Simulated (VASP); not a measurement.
These are PBE GGA, VASP's PBE PAW potentials (set 64) (plane waves; VASP) values and carry that method's errors.

The input files of a VASP run:

### INCAR
```
LMAXMIX = 6
ENCUT = 400   ! plane-wave cut-off (eV)
LASPH = .TRUE.
ISMEAR = 0   ! Gaussian
LCHARG = .FALSE.
LREAL = .FALSE.
ISIF = 2
EDIFF = 1E-6   ! SCF stop (eV)
PREC = Accurate
GGA = PE   ! PBE
NELM = 100   ! most electronic steps
SIGMA = 0.1   ! width (eV)
LWAVE = .FALSE.
SYSTEM = CuAu
ALGO = Normal   ! blocked Davidson
```

File KPOINTS:
```
Automatic mesh
0
Gamma
11 11 9
0 0 0
```

### POSCAR
```
CuAu
2.8560
  1.0000000000   0.0000000000   0.0000000000
  0.0000000000   1.0000000000   0.0000000000
  0.0000000000   0.0000000000   1.3107142857
Cu Au
1 1
Cart
  0.0000000000   0.0000000000   0.0000000000
  0.5000000000   0.5000000000   0.6553571429
```

POTCAR, in this order: Cu Au (PBE.64 set). Program: vasp_std.

Unless said otherwise, spin-orbit coupling is left out, though it shifts the bands of the heavy elements here.

Problem. What does the run give for the energy per atom (σ→0), pressure, band gap (on the k-mesh)?

Solution. 
energy per atom (σ→0): -3.532 eV/atom
band gap (on the k-mesh): none (metal, semimetal or under 0.01 eV)
pressure: -2.58 GPa

File OSZICAR:
```
...
DAV:   7    -0.711018632053E+01    0.43556E+00   -0.31872E+00  3958   0.898E+01    0.511E+00
DAV:   8    -0.707124588950E+01    0.38940E-01   -0.23057E-01  4472   0.114E+01    0.258E+00
DAV:   9    -0.706500845928E+01    0.62374E-02   -0.21596E-02  4906   0.348E+00    0.139E-01
DAV:  10    -0.706459824110E+01    0.41022E-03   -0.33363E-03  4505   0.854E-01    0.816E-02
DAV:  11    -0.706460452698E+01   -0.62859E-05   -0.13699E-04  4878   0.316E-01    0.429E-02
DAV:  12    -0.706459538229E+01    0.91447E-05   -0.30122E-05  4160   0.189E-01    0.234E-03
DAV:  13    -0.706459528484E+01    0.97451E-07   -0.71840E-07  1974   0.144E-02
   1 F= -.70645953E+01 E0= -.70635135E+01  d E =-.216351E-02
```

The compound is CuAu in the L1_0 structure. The cell was not relaxed at this level. The run is one of a series of settings (ISMEAR = 0 against the base run), some of them coarse on purpose.
